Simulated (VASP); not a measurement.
Calculation: PBEsol GGA, VASP's PBE PAW potentials (set 64) (plane waves; VASP).

VASP input:

### KPOINTS
```
kpoints
0
G
  10 10 10
0 0 0
```

INCAR:
```
SYSTEM = Ge
PREC = Accurate
ENCUT = 400
EDIFF = 1E-6
NELM = 100
ALGO = Normal
LREAL = .FALSE.
LASPH = .TRUE.
ISMEAR = 1
SIGMA = 0.1
GGA = PS
LMAXMIX = 4
LWAVE = .FALSE.
LCHARG = .FALSE.
IBRION = 2
ISIF = 3
NSW = 60
EDIFFG = -0.01
```

POSCAR:
```
Ge
1
    0.0000000000     2.8330545962     2.8330545962
    2.8330545962     0.0000000000     2.8330545962
    2.8330545962     2.8330545962     0.0000000000
Ge
2
Direct
  1.0000000000   0.0000000000   0.0000000000
  0.2500000000   0.2500000000   0.2500000000
```

POTCAR, in this order: Ge_d (PBE.64 set). Program: vasp_std.

What VASP printed:

OSZICAR:
```
       N       E                     dE             d eps       ncg     rms          rms(c)
DAV:   1     0.148584989173E+03    0.14858E+03   -0.13440E+04  1724   0.369E+03
DAV:   2     0.871288232995E+01   -0.13987E+03   -0.13780E+03  1702   0.478E+02
DAV:   3    -0.946695316007E+01   -0.18180E+02   -0.18053E+02  1842   0.137E+02
DAV:   4    -0.100106949927E+02   -0.54374E+00   -0.54247E+00  1940   0.278E+01
DAV:   5    -0.100196448146E+02   -0.89498E-02   -0.89486E-02  1902   0.361E+00    0.325E+00
DAV:   6    -0.992063986922E+01    0.99005E-01   -0.38254E-02  2076   0.261E+00    0.187E+00
DAV:   7    -0.986949061877E+01    0.51149E-01   -0.73151E-02  1742   0.281E+00    0.159E-01
DAV:   8    -0.987055960431E+01   -0.10690E-02   -0.80339E-03  1842   0.144E+00    0.486E-02
DAV:   9    -0.987065363641E+01   -0.94032E-04   -0.31235E-04  2006   0.309E-01    0.142E-02
DAV:  10    -0.987066683234E+01   -0.13196E-04   -0.24328E-05  1858   0.528E-02    0.556E-03
DAV:  11    -0.987066838455E+01   -0.15522E-05   -0.21702E-06  1488   0.139E-02    0.130E-03
DAV:  12    -0.987066820158E+01    0.18297E-06   -0.68621E-07   914   0.172E-02
   1 F= -.98706682E+01 E0= -.98706784E+01  d E =-.987067E+01
       N       E                     dE             d eps       ncg     rms          rms(c)
DAV:   1    -0.987154357327E+01   -0.87519E-03   -0.12113E-02  2234   0.228E+00    0.173E-01
DAV:   2    -0.987089441983E+01    0.64915E-03   -0.91647E-04  2202   0.629E-01    0.857E-02
DAV:   3    -0.987069451808E+01    0.19990E-03   -0.33948E-04  2234   0.338E-01    0.204E-02
DAV:   4    -0.987068263879E+01    0.11879E-04   -0.40018E-05  2166   0.132E-01    0.419E-03
DAV:   5    -0.987068199755E+01    0.64124E-06   -0.27961E-06  1254   0.340E-02
   2 F= -.98706820E+01 E0= -.98706910E+01  d E =-.137960E-04
       N       E                     dE             d eps       ncg     rms          rms(c)
DAV:   1    -0.987075990251E+01   -0.77264E-04   -0.10622E-03  2242   0.672E-01    0.513E-02
DAV:   2    -0.987070401163E+01    0.55891E-04   -0.81883E-05  2194   0.188E-01    0.253E-02
DAV:   3    -0.987068563370E+01    0.18378E-04   -0.30350E-05  2192   0.101E-01    0.599E-03
DAV:   4    -0.987068350964E+01    0.21241E-05   -0.31923E-06  1302   0.389E-02    0.977E-04
DAV:   5    -0.987068352038E+01   -0.10746E-07   -0.33389E-07   854   0.104E-02
   3 F= -.98706835E+01 E0= -.98706929E+01  d E =-.153188E-04
```

**OUTCAR**
```
------------------------ aborting loop because EDIFF is reached ----------------------------------------
  FORCE on cell =-STRESS in cart. coord.  units (eV):
  Direction    XX          YY          ZZ          XY          YZ          ZX
  --------------------------------------------------------------------------------------
  Total       -0.0018474     -0.0018474     -0.0018474      0.0000000     -0.0000000      0.0000000
  in kB       -0.0651608     -0.0651608     -0.0651608      0.0000000     -0.0000000      0.0000000
  external PRESSURE =      -0.0651608 kB  Pullay stress =       0.0000000 kB
  volume of cell :       45.42
      direct lattice vectors                 reciprocal lattice vectors
     0.000000000  2.831947122  2.831947122    -0.176556969  0.176556969  0.176556969
     2.831947122  0.000000000  2.831947122     0.176556969 -0.176556969  0.176556969
     2.831947122  2.831947122 -0.000000000     0.176556969  0.176556969 -0.176556969
 POSITION                                       TOTAL-FORCE (eV/Angst)
 -----------------------------------------------------------------------------------
      0.00000      0.00000      0.00000        -0.000000     -0.000000     -0.000000
      1.41597      1.41597      1.41597         0.000000      0.000000      0.000000
 -----------------------------------------------------------------------------------
    total drift:                                0.000000      0.000000      0.000000
  FREE ENERGIE OF THE ION-ELECTRON SYSTEM (eV)
  ---------------------------------------------------
  free  energy   TOTEN  =        -9.8706835204 eV

  energy  without entropy=       -9.8707115404  energy(sigma->0) =       -9.87069286

 reached required accuracy - stopping structural energy minimisation
```
(Selected blocks of OUTCAR.)

CONTCAR:
```
Ge
   1.00000000000000
     0.0000000000000000    2.8319471216770955    2.8319471216770955
     2.8319471216770955    0.0000000000000000    2.8319471216770955
     2.8319471216770955    2.8319471216770955   -0.0000000000000000
  Ge
     2
Direct
     0.0000000000000000    0.0000000000000000    0.0000000000000000
     0.2500000000000000    0.2500000000000000    0.2500000000000000
```

The compound is Ge in the diamond structure. This run relaxes it. Symmetry was kept, so distortions that lower it aren't found. The start is the result of an earlier pass.
